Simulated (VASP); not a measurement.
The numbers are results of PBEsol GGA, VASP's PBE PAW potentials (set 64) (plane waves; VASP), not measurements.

A VASP calculation is set up with these files.

KPOINTS:
```
Automatic mesh
0
Gamma
6 6 6
0 0 0
```

### INCAR
```
ALGO  =  Normal
EDIFF  =  1E-7
ENCUT  =  520
GGA  =  PS
ISIF  =  2
ISMEAR  =  -5
LASPH  =  .TRUE.
LCHARG  =  .TRUE.
LEFG  =  .TRUE.
LMAXMIX  =  4
LORBIT  =  11
LREAL  =  .FALSE.
LWAVE  =  .FALSE.
NEDOS  =  601
NELM  =  100
PREC  =  Accurate
SYSTEM  =  BaZrO3
```

File POSCAR:
```
BaZrO3
4.190
  1.0000000000   0.0000000000   0.0000000000
  0.0000000000   1.0000000000   0.0000000000
  0.0000000000   0.0000000000   1.0000000000
Ba Zr O
1 1 3
direct
  0.0000000000   0.0000000000   0.0000000000
  0.5000000000   0.5000000000   0.5000000000
  0.5000000000   0.0000000000   0.5000000000
  0.0000000000   0.5000000000   0.5000000000
  0.5000000000   0.5000000000   0.0000000000
```

POTCAR, in this order: Ba_sv Zr_sv O (PBE.64 set). Program: vasp_std.

The run wrote:

OUTCAR:
```
 ion  position               nearest neighbor table
   1  0.000  0.000  0.000-   3 2.96   4 2.96   5 2.96   3 2.96   4 2.96   4 2.96   5 2.96   4 2.96
                             3 2.96   5 2.96   3 2.96   5 2.96   2 3.63   2 3.63   2 3.63   2 3.63
   2  0.500  0.500  0.500-   3 2.10   4 2.10   5 2.10   5 2.10   3 2.10   4 2.10   1 3.63   1 3.63
                             1 3.63   1 3.63   1 3.63   1 3.63   1 3.63   1 3.63
   3  0.500  0.000  0.500-   2 2.10   2 2.10   1 2.96   1 2.96   1 2.96   1 2.96
   4  0.000  0.500  0.500-   2 2.10   2 2.10   1 2.96   1 2.96   1 2.96   1 2.96
   5  0.500  0.500  0.000-   2 2.10   2 2.10   1 2.96   1 2.96   1 2.96   1 2.96
  LATTYP: Found a simple cubic cell.
 ALAT       =     4.1900000000
 Subroutine PRICEL returns:
 Original cell was already a primitive cell.
 Subroutine GETGRP returns: Found 48 space group operations
The static configuration has the point symmetry O_h .
The dynamic configuration has the point symmetry O_h .
 Subroutine INISYM returns: Found 48 space group operations
 Subroutine IBZKPT returns following result:
 Found     20 irreducible k-points:

 Following reciprocal coordinates:
            Coordinates               Weight
  0.000000  0.000000  0.000000      1.000000
  0.166667  0.000000  0.000000      6.000000
  0.333333  0.000000  0.000000      6.000000
  0.500000  0.000000  0.000000      3.000000
  0.166667  0.166667  0.000000     12.000000
  0.333333  0.166667  0.000000     24.000000
  0.500000  0.166667  0.000000     12.000000
  0.333333  0.333333  0.000000     12.000000
  0.500000  0.333333  0.000000     12.000000
  0.500000  0.500000  0.000000      3.000000
  0.166667  0.166667  0.166667      8.000000
  0.333333  0.166667  0.166667     24.000000
  0.500000  0.166667  0.166667     12.000000
  0.333333  0.333333  0.166667     24.000000
  0.500000  0.333333  0.166667     24.000000
  0.500000  0.500000  0.166667      6.000000
  0.333333  0.333333  0.333333      8.000000
  0.500000  0.333333  0.333333     12.000000
  0.500000  0.500000  0.333333      6.000000
  0.500000  0.500000  0.500000      1.000000
   k-points           NKPTS =     20   k-points in BZ     NKDIM =     20   number of bands    NBANDS=     24
   number of dos      NEDOS =    601   number of ions     NIONS =      5
   total plane-waves  NPLWV =  32768
   dimension x,y,z NGX =    32 NGY =   32 NGZ =   32
   dimension x,y,z NGXF=    64 NGYF=   64 NGZF=   64
   ions per type =               1   1   3
   PREC   = accura    normal or accurate (medium, high low for compatibility)
   ISTART =      0    job   : 0-new  1-cont  2-samecut
   ICHARG =      2    charge: 1-file 2-atom 10-const
   ISPIN  =      1    spin polarized calculation?
   LNONCOLLINEAR =      F non collinear calculations
   LSORBIT =      F    spin-orbit coupling
   INIWAV =      1    electr: 0-lowe 1-rand  2-diag
   ENCUT  =  520.0 eV  38.22 Ry    6.18 a.u.   7.79  7.79  7.79*2*pi/ulx,y,z
   NELM   =    100;   NELMIN=  2; NELMDL= -5     # of ELM steps
   EDIFF  = 0.1E-06   stopping-criterion for ELM
   LREAL  =      F    real-space projection
   NLSPLINE    = F    spline interpolate recip. space projectors
   LMAXMIX     =    4 max onsite mixed and CHGCAR
   VOSKOWN=      0    Vosko Wilk Nusair interpolation
   EDIFFG = 0.1E-05   stopping-criterion for IOM
   NSW    =      0    number of steps for IOM
   NBLOCK =      1;   KBLOCK =      1    inner block; outer block
   IBRION =     -1    ionic relax: 0-MD 1-quasi-New 2-CG
   NFREE  =      0    steps in history (QN), initial steepest desc. (CG)
   ISIF   =      2    stress and relaxation
   ISYM   =      2    0-nonsym 1-usesym 2-fastsym
   TEIN   =    0.0    initial temperature
   TEBEG  =    0.0;   TEEND  =   0.0 temperature during run
   SMASS  =  -3.00    Nose mass-parameter (am)
   PSTRESS=    0.0 pullay stress
   NELECT =      40.0000    total number of electrons
   EFERMI =   0.00;   METHOD = LEGACY
   ISMEAR =    -5;   SIGMA  =   0.20  broadening in eV -4-tet -1-fermi 0-gaus
...
```

File OSZICAR:
```
       N       E                     dE             d eps       ncg     rms          rms(c)
DAV:   1     0.322369803450E+03    0.32237E+03   -0.22429E+04   960   0.163E+03
DAV:   2    -0.302043178214E+02   -0.35257E+03   -0.34723E+03  1248   0.386E+02
DAV:   3    -0.500759194518E+02   -0.19872E+02   -0.19854E+02  1616   0.914E+01
DAV:   4    -0.504914016041E+02   -0.41548E+00   -0.41540E+00  1368   0.109E+01
DAV:   5    -0.505010217415E+02   -0.96201E-02   -0.96199E-02  1408   0.120E+00    0.307E+01
DAV:   6    -0.437472077721E+02    0.67538E+01   -0.43098E+01  1224   0.421E+01    0.143E+01
DAV:   7    -0.436633425923E+02    0.83865E-01   -0.32300E+00  1416   0.104E+01    0.807E+00
DAV:   8    -0.436247241498E+02    0.38618E-01   -0.29271E-01  1320   0.443E+00    0.695E-01
DAV:   9    -0.436226990765E+02    0.20251E-02   -0.50230E-02  1336   0.129E+00    0.448E-01
DAV:  10    -0.436233232061E+02   -0.62413E-03   -0.13814E-02  1336   0.104E+00    0.221E-01
DAV:  11    -0.436230015769E+02    0.32163E-03   -0.19282E-03  1232   0.391E-01    0.299E-02
DAV:  12    -0.436230189804E+02   -0.17403E-04   -0.10388E-04  1296   0.780E-02    0.341E-02
DAV:  13    -0.436230178489E+02    0.11315E-05   -0.12607E-05  1424   0.287E-02    0.334E-03
DAV:  14    -0.436230178535E+02   -0.46534E-08   -0.12340E-06  1288   0.931E-03    0.153E-03
DAV:  15    -0.436230178237E+02    0.29854E-07   -0.12092E-07   928   0.298E-03
   1 F= -.43623018E+02 E0= -.43623018E+02  d E =0.000000E+00
```

OUTCAR:
```
------------------------ aborting loop because EDIFF is reached ----------------------------------------
  FORCE on cell =-STRESS in cart. coord.  units (eV):
  Direction    XX          YY          ZZ          XY          YZ          ZX
  --------------------------------------------------------------------------------------
  Total        0.0276210      0.0276210      0.0276210      0.0000000      0.0000000     -0.0000000
  in kB        0.6016003      0.6016003      0.6016003      0.0000000      0.0000000     -0.0000000
  external PRESSURE =       0.6016003 kB  Pullay stress =       0.0000000 kB
  volume of cell :       73.56
      direct lattice vectors                 reciprocal lattice vectors
     4.190000000  0.000000000  0.000000000     0.238663484  0.000000000  0.000000000
     0.000000000  4.190000000  0.000000000     0.000000000  0.238663484  0.000000000
     0.000000000  0.000000000  4.190000000     0.000000000  0.000000000  0.238663484
 POSITION                                       TOTAL-FORCE (eV/Angst)
 -----------------------------------------------------------------------------------
      0.00000      0.00000      0.00000         0.000000      0.000000      0.000000
      2.09500      2.09500      2.09500         0.000000      0.000000      0.000000
      2.09500      0.00000      2.09500         0.000000      0.000000      0.000000
      0.00000      2.09500      2.09500         0.000000      0.000000      0.000000
      2.09500      2.09500      0.00000         0.000000      0.000000      0.000000
 -----------------------------------------------------------------------------------
    total drift:                                0.000000     -0.000000     -0.000000
  FREE ENERGIE OF THE ION-ELECTRON SYSTEM (eV)
  ---------------------------------------------------
  free  energy   TOTEN  =       -43.6230178237 eV

  energy  without entropy=      -43.6230178237  energy(sigma->0) =      -43.62301782

 total charge

# of ion       s       p       d       tot
------------------------------------------
    1        1.997   5.616   0.276   7.888
    2        2.203   6.086   1.447   9.736
    3        1.557   3.465   0.000   5.022
    4        1.557   3.465   0.000   5.022
    5        1.557   3.465   0.000   5.022
--------------------------------------------------
tot          8.871  22.099   1.722  32.692

 Electric field gradients after diagonalization (V/A^2)
 (convention: |V_zz| > |V_xx| > |V_yy|)
----------------------------------------------------------------------
 ion       V_xx      V_yy      V_zz     asymmetry (V_yy - V_xx)/ V_zz
----------------------------------------------------------------------
   1       0.000     0.000     0.000      -0.210
   2      -0.000     0.000     0.000       0.238
   3       8.374     8.374   -16.749       0.000
   4       8.374     8.374   -16.749       0.000
   5       8.374     8.374   -16.749       0.000
```
(Selected blocks of OUTCAR.)

The compound is BaZrO3 in the cubic perovskite structure. The cell was not relaxed at this level.
